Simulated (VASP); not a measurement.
**BaTiO3 (space group R3m): computed properties**

Computed with r2SCAN meta-GGA, VASP's PBE PAW potentials (set 64) (plane waves; VASP).

```
Quantity                                                                                             Value
---------------------------------------------  -----------------------------------------------------------
space group                                                                                      R3m (160)
cell                                           a = b = 5.6988 Å, c = 7.0116 Å, α = β = 90.00°, γ = 120.00°
volume per atom                                                                              13.15 Å³/atom
band gap (over mesh and band path)                                                                 2.75 eV
smallest direct gap (over mesh and band path)                                                      3.16 eV
band-edge character                                                                       indirect, T to Γ
density                                                                                         5.89 g/cm³
mean ε∞ (independent particles)                                                                       5.47
```

```cif
data_BaO3Ti
_chemical_formula_sum 'Ba1 Ti1 O3'
_space_group_name_H-M_alt 'P 1'
_space_group_IT_number 1
_cell_length_a 4.03585
_cell_length_b 4.03585
_cell_length_c 4.03585
_cell_angle_alpha 89.825
_cell_angle_beta 89.825
_cell_angle_gamma 89.825
loop_
_space_group_symop_operation_xyz
  'x, y, z'
loop_
_atom_site_label
_atom_site_type_symbol
_atom_site_fract_x
_atom_site_fract_y
_atom_site_fract_z
_atom_site_occupancy
Ba1 Ba 0.00036 0.00036 0.00036 1
Ti1 Ti 0.51367 0.51367 0.51367 1
O1 O 0.48889 0.97928 0.48889 1
O2 O 0.48889 0.48889 0.97928 1
O3 O 0.97928 0.48889 0.48889 1
```

Unless said otherwise, spin-orbit coupling is left out, though it shifts the bands of the heavy elements here.

The structure comes from a computed database's BaTiO3 entry (R3m); how it stands against other phases isn't given here. It was relaxed first. Symmetry was kept, so distortions that lower it aren't found.
